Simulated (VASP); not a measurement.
```
O2Si
1.0
    4.20254     0.00000     0.00000
    0.00000     4.20254     0.00000
    0.00000     0.00000     2.68803
Si O
2 4
Direct
  0.00000   0.00000   0.00000
  0.50000   0.50000   0.50000
  0.30593   0.30593   0.00000
  0.80593   0.19407   0.50000
  0.19407   0.80593   0.50000
  0.69407   0.69407   0.00000
```

The numbers are results of revTPSS meta-GGA, VASP's PBE PAW potentials (set 64) (plane waves; VASP 6.6.1), not measurements. Settings: 520 eV cut-off, 6×6×9 Γ-centred mesh, tetrahedra with Blöchl corrections, potentials Si O.

The cores are frozen, which limits the accuracy of field gradients.

Question: Give the principal components of the electric field gradient (V/Å²) and the asymmetry η at each nucleus.

Answer: 
```csv
atom,Vxx,Vyy,Vzz,η
Si1,-16.5,-2.9,19.4,0.70
Si2,-16.5,-2.9,19.4,0.70
O3,61.7,47.4,-109.1,0.13
O4,61.7,47.4,-109.1,0.13
O5,61.7,47.4,-109.1,0.13
O6,61.7,47.4,-109.1,0.13
```

The compound is SiO2 in the rutile structure, stishovite, a high-pressure form. It was relaxed first.
